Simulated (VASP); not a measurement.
Data:

```yaml
crystal:
  lattice:
    - [7.14656, 0.00000, 0.00000]
    - [0.00000, 7.14656, 0.00000]
    - [0.00000, 0.00000, 7.14656]
  atoms:
    - { symbol: C, position: [0.49848, 0.00012, 0.00078] }
    - { symbol: C, position: [0.62088, 0.12984, 0.13053] }
    - { symbol: C, position: [0.74709, 0.25247, 0.00424] }
    - { symbol: C, position: [0.86973, 0.37871, 0.13051] }
    - { symbol: C, position: [0.74708, 0.00355, 0.25316] }
    - { symbol: C, position: [0.86971, 0.12986, 0.37935] }
    - { symbol: C, position: [0.99865, 0.00093, 0.00161] }
    - { symbol: C, position: [0.12132, 0.12631, 0.12699] }
    - { symbol: C, position: [0.24662, 0.24894, 0.99933] }
    - { symbol: C, position: [0.36925, 0.37472, 0.12291] }
    - { symbol: C, position: [0.49944, 0.50011, 0.99989] }
    - { symbol: C, position: [0.62483, 0.63033, 0.12292] }
    - { symbol: C, position: [0.75061, 0.75297, 0.99931] }
    - { symbol: C, position: [0.87328, 0.87827, 0.12699] }
    - { symbol: C, position: [0.24663, 0.99864, 0.24964] }
    - { symbol: C, position: [0.36926, 0.12227, 0.37539] }
    - { symbol: C, position: [0.48444, 0.24846, 0.24907] }
    - { symbol: C, position: [0.75116, 0.51516, 0.24906] }
    - { symbol: C, position: [0.87734, 0.63033, 0.37539] }
    - { symbol: C, position: [0.49945, 0.99922, 0.50080] }
    - { symbol: C, position: [0.62487, 0.12227, 0.63097] }
    - { symbol: C, position: [0.75116, 0.24841, 0.51581] }
    - { symbol: C, position: [0.87730, 0.37474, 0.63101] }
    - { symbol: C, position: [0.75063, 0.99865, 0.75361] }
    - { symbol: C, position: [0.87325, 0.12630, 0.87895] }
    - { symbol: C, position: [0.99945, 0.50109, 0.00080] }
    - { symbol: C, position: [0.12258, 0.62672, 0.12339] }
    - { symbol: C, position: [0.25020, 0.74939, 0.99806] }
    - { symbol: C, position: [0.37288, 0.87700, 0.12340] }
    - { symbol: C, position: [0.99601, 0.25248, 0.25315] }
    - { symbol: C, position: [0.12310, 0.37557, 0.37624] }
    - { symbol: C, position: [0.24615, 0.50093, 0.24600] }
    - { symbol: C, position: [0.37238, 0.62715, 0.36112] }
    - { symbol: C, position: [0.49866, 0.75341, 0.24599] }
    - { symbol: C, position: [0.62401, 0.87648, 0.37623] }
    - { symbol: C, position: [0.99945, 0.00012, 0.50174] }
    - { symbol: C, position: [0.12257, 0.12272, 0.62736] }
    - { symbol: C, position: [0.24617, 0.24534, 0.50159] }
    - { symbol: C, position: [0.37238, 0.36045, 0.62790] }
    - { symbol: C, position: [0.63911, 0.62719, 0.62790] }
    - { symbol: C, position: [0.75425, 0.75342, 0.50159] }
    - { symbol: C, position: [0.87686, 0.87701, 0.62737] }
    - { symbol: C, position: [0.25018, 0.99738, 0.75004] }
    - { symbol: C, position: [0.37286, 0.12271, 0.87768] }
    - { symbol: C, position: [0.49864, 0.24531, 0.75410] }
    - { symbol: C, position: [0.62402, 0.37556, 0.87715] }
    - { symbol: C, position: [0.75425, 0.50092, 0.75411] }
    - { symbol: C, position: [0.87685, 0.62672, 0.87768] }
    - { symbol: C, position: [0.00094, 0.75296, 0.24961] }
    - { symbol: C, position: [0.12410, 0.87547, 0.37526] }
    - { symbol: C, position: [0.00035, 0.50012, 0.50081] }
    - { symbol: C, position: [0.12749, 0.62313, 0.62383] }
    - { symbol: C, position: [0.25382, 0.74573, 0.49761] }
    - { symbol: C, position: [0.37644, 0.87206, 0.62383] }
    - { symbol: C, position: [0.00090, 0.24893, 0.75363] }
    - { symbol: C, position: [0.12406, 0.37457, 0.87616] }
    - { symbol: C, position: [0.25379, 0.49688, 0.74644] }
    - { symbol: C, position: [0.37642, 0.62314, 0.87274] }
    - { symbol: C, position: [0.50265, 0.74574, 0.74643] }
    - { symbol: C, position: [0.62498, 0.87550, 0.87612] }
    - { symbol: C, position: [0.00219, 0.74939, 0.75005] }
    - { symbol: C, position: [0.12479, 0.87480, 0.87544] }
    - { symbol: Si, position: [0.56174, 0.43788, 0.43849] }
```

All values below come from PBE GGA, VASP's PBE PAW potentials (set 64) (plane waves; VASP 6.6.1). Numerical set-up: PREC = Normal, LREAL = Auto, ISYM = 0, 400 eV cut-off, 1×1×1 Γ-centred mesh, Gaussian smearing of 0.050 eV, potentials C Si. Starting moments (MAGMOM): 63*0.0317. The cell's moment is fixed (NUPDOWN = 2).

At this cut-off the stress carries a Pulay error, which pulls relaxed volumes low.  The supercell is sampled at Γ alone, which is coarse: total energies, pressure and levels can be off, energies of defects by several tenths of an eV.

Problem. Predict the cell moment, energy per atom (σ→0), pressure.

Solution. 
```
Item                           Result
---------------------  --------------
cell moment                   2.00 μB
energy per atom (σ→0)  -8876 meV/atom
pressure                     1.45 GPa
```

Problem. Give the moment on each site (PAW-sphere projection).

Solution. 
```json
[
 {"site": "C1", "moment (μB)": "0.02"},
 {"site": "C2", "moment (μB)": "0.01"},
 {"site": "C3", "moment (μB)": "0.01"},
 {"site": "C4", "moment (μB)": "0.01"},
 {"site": "C5", "moment (μB)": "0.01"},
 {"site": "C6", "moment (μB)": "0.01"},
 {"site": "C7", "moment (μB)": "0.01"},
 {"site": "C8", "moment (μB)": "0.01"},
 {"site": "C9", "moment (μB)": "0.02"},
 {"site": "C10", "moment (μB)": "0.01"},
 {"site": "C11", "moment (μB)": "0.01"},
 {"site": "C12", "moment (μB)": "0.01"},
 {"site": "C13", "moment (μB)": "0.02"},
 {"site": "C14", "moment (μB)": "0.01"},
 {"site": "C15", "moment (μB)": "0.02"},
 {"site": "C16", "moment (μB)": "0.01"},
 {"site": "C17", "moment (μB)": "0.12"},
 {"site": "C18", "moment (μB)": "0.12"},
 {"site": "C19", "moment (μB)": "0.01"},
 {"site": "C20", "moment (μB)": "0.01"},
 {"site": "C21", "moment (μB)": "0.01"},
 {"site": "C22", "moment (μB)": "0.12"},
 {"site": "C23", "moment (μB)": "0.01"},
 {"site": "C24", "moment (μB)": "0.02"},
 {"site": "C25", "moment (μB)": "0.01"},
 {"site": "C26", "moment (μB)": "0.02"},
 {"site": "C27", "moment (μB)": "0.02"},
 {"site": "C28", "moment (μB)": "0.01"},
 {"site": "C29", "moment (μB)": "0.02"},
 {"site": "C30", "moment (μB)": "0.01"},
 {"site": "C31", "moment (μB)": "0.01"},
 {"site": "C32", "moment (μB)": "0.01"},
 {"site": "C33", "moment (μB)": "0.12"},
 {"site": "C34", "moment (μB)": "0.01"},
 {"site": "C35", "moment (μB)": "0.01"},
 {"site": "C36", "moment (μB)": "0.02"},
 {"site": "C37", "moment (μB)": "0.02"},
 {"site": "C38", "moment (μB)": "0.01"},
 {"site": "C39", "moment (μB)": "0.12"},
 {"site": "C40", "moment (μB)": "0.12"},
 {"site": "C41", "moment (μB)": "0.01"},
 {"site": "C42", "moment (μB)": "0.02"},
 {"site": "C43", "moment (μB)": "0.01"},
 {"site": "C44", "moment (μB)": "0.02"},
 {"site": "C45", "moment (μB)": "0.01"},
 {"site": "C46", "moment (μB)": "0.01"},
 {"site": "C47", "moment (μB)": "0.01"},
 {"site": "C48", "moment (μB)": "0.02"},
 {"site": "C49", "moment (μB)": "0.02"},
 {"site": "C50", "moment (μB)": "0.02"},
 {"site": "C51", "moment (μB)": "0.01"},
 {"site": "C52", "moment (μB)": "0.01"},
 {"site": "C53", "moment (μB)": "0.01"},
 {"site": "C54", "moment (μB)": "0.01"},
 {"site": "C55", "moment (μB)": "0.02"},
 {"site": "C56", "moment (μB)": "0.02"},
 {"site": "C57", "moment (μB)": "0.01"},
 {"site": "C58", "moment (μB)": "0.01"},
 {"site": "C59", "moment (μB)": "0.01"},
 {"site": "C60", "moment (μB)": "0.02"},
 {"site": "C61", "moment (μB)": "0.01"},
 {"site": "C62", "moment (μB)": "0.01"},
 {"site": "Si63", "moment (μB)": "-0.03"}
]
```

The cell is a supercell with a defect, built from C (diamond): Si_C-vac_C.
